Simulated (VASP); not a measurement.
An input for Quantum ESPRESSO's pw.x (written as the equivalent of a VASP run, and not itself run):

```
&CONTROL
  calculation = 'scf'
  pseudo_dir = './pseudo'
  outdir = './out'
  tprnfor = .true.
  tstress = .true.
/
&SYSTEM
  ibrav = 0
  nat = 5
  ntyp = 3
  ecutwfc = 72
  occupations = 'tetrahedra'
  input_dft = 'pbesol'
/
&ELECTRONS
  conv_thr = 7.3e-09
  electron_maxstep = 100
/
ATOMIC_SPECIES
  Rb 85.468 Rb.upf
  Ca 40.078 Ca.upf
  H 1.008 H.upf
CELL_PARAMETERS angstrom
     4.4684750    0.0000000    0.0000000
     0.0000000    4.4684750    0.0000000
     0.0000000    0.0000000    4.4684750
ATOMIC_POSITIONS crystal
  Rb   0.0000000  0.0000000  0.0000000
  Ca   0.5000000  0.5000000  0.5000000
  H    0.5000000  0.0000000  0.5000000
  H    0.0000000  0.5000000  0.5000000
  H    0.5000000  0.5000000  0.0000000
K_POINTS automatic
  6 6 6 0 0 0
```

Task: Write the VASP files for the same calculation (PBEsol).

Result: This is not unique; one that fits is 
KPOINTS:
```
Automatic mesh
0
Gamma
6 6 6
0 0 0
```

File POSCAR:
```
RbCaH3
1
    4.4684749904     0.0000000000     0.0000000000
    0.0000000000     4.4684749904     0.0000000000
    0.0000000000     0.0000000000     4.4684749904
Rb Ca H
1 1 3
Direct
  0.0000000000   0.0000000000   0.0000000000
  0.5000000000   0.5000000000   0.5000000000
  0.5000000000   0.0000000000   0.5000000000
  0.0000000000   0.5000000000   0.5000000000
  0.5000000000   0.5000000000   0.0000000000
```

### INCAR
```
! general
SYSTEM   =  RbCaH3
PREC     =  Accurate
ENCUT    =  400   ! plane-wave cut-off (eV)
LREAL    =  .False.
LASPH    =  .True.   ! aspherical one-centre terms

! electronic loop
EDIFF    =  1E-7   ! SCF stop (eV)
NELM     =  100   ! most electronic steps
ALGO     =  Normal
LMAXMIX  =  4

! smearing
ISMEAR   =  -5

! functional
GGA      =  PS

! ions
ISIF     =  2   ! forces and stress, cell fixed

! output
LWAVE    =  .False.
LCHARG   =  .True.
LORBIT   =  11   ! lm-projected
NEDOS    =  601   ! DOS grid

! other
LEFG     =  .True.
```

POTCAR, in this order: Rb_sv Ca_sv H (PBE.64 set). Program: vasp_std.

What does not carry over: the potentials are each code's own (VASP's PAW set, PseudoDojo norm-conserving files in pw.x), so ENCUT and ecutwfc are chosen apart and not converted; conv_thr bounds pw.x's estimated SCF error, while EDIFF bounds the energy change between steps; the field gradients of LEFG aren't asked of the other code.

The structure comes from a computed database's RbCaH3 entry (Pm-3m); how it stands against other phases isn't given here. It was relaxed first.
